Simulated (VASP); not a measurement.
VASP input:

KPOINTS:
```
Automatic mesh
0
Gamma
9 9 9
0 0 0
```

### POSCAR
```
BP
1.0
  0.0000000000   2.2609820989   2.2609820989
  2.2609820989   0.0000000000   2.2609820989
  2.2609820989   2.2609820989   0.0000000000
B P
1 1
direct
  0.0000000000   0.0000000000   0.0000000000
  0.2500000000   0.2500000000   0.2500000000
```

**INCAR**
```
# general
SYSTEM = BP
PREC   = Accurate
ENCUT  = 520   # plane-wave cut-off (eV)
LREAL  = F   # projection in real space or not
LASPH  = T

# electronic loop
EDIFF  = 1E-6   # SCF stop (eV)
NELM   = 100   # most electronic steps
ALGO   = Normal   # blocked Davidson

# smearing
ISMEAR = 0
SIGMA  = 0.05   # width (eV)

# functional
GGA    = PS   # PBEsol

# ions
IBRION = 2   # conjugate gradients
NSW    = 60
ISIF   = 3   # ions, shape and volume
EDIFFG = -0.01   # ionic stop

# output
LWAVE  = F
LCHARG = F
```

POTCAR, in this order: B P (PBE.64 set). Program: vasp_std.

Q: Write an equivalent input for Quantum ESPRESSO's pw.x.

A: One equivalent input (not run):
```
&CONTROL
  calculation = 'vc-relax'
  pseudo_dir = './pseudo'
  outdir = './out'
  tprnfor = .true.
  tstress = .true.
  nstep = 60
  forc_conv_thr = 0.00039
/
&SYSTEM
  ibrav = 0
  nat = 2
  ntyp = 2
  ecutwfc = 76
  occupations = 'smearing'
  smearing = 'gaussian'
  degauss = 0.003675
  input_dft = 'pbesol'
/
&ELECTRONS
  conv_thr = 7.3e-08
  electron_maxstep = 100
/
&IONS
/
&CELL
/
ATOMIC_SPECIES
  B 10.810 B.upf
  P 30.974 P.upf
CELL_PARAMETERS angstrom
    -0.0000000    2.2609821    2.2609821
     2.2609821   -0.0000000    2.2609821
     2.2609821    2.2609821    0.0000000
ATOMIC_POSITIONS crystal
  B    0.0000000  0.0000000  0.0000000
  P    0.2500000  0.2500000  0.2500000
K_POINTS automatic
  9 9 9 0 0 0
```
Limits of the translation: the potentials are each code's own (VASP's PAW set, PseudoDojo norm-conserving files in pw.x), so ENCUT and ecutwfc are chosen apart and not converted; conv_thr bounds pw.x's estimated SCF error, while EDIFF bounds the energy change between steps; forc_conv_thr acts on force components and is met together with etot_conv_thr.

The structure was generated: BP was put into the zinc blende type (F-43m), which need not be its known phase. It was relaxed first, which changed the volume by +8 %. The start is the result of an earlier pass.
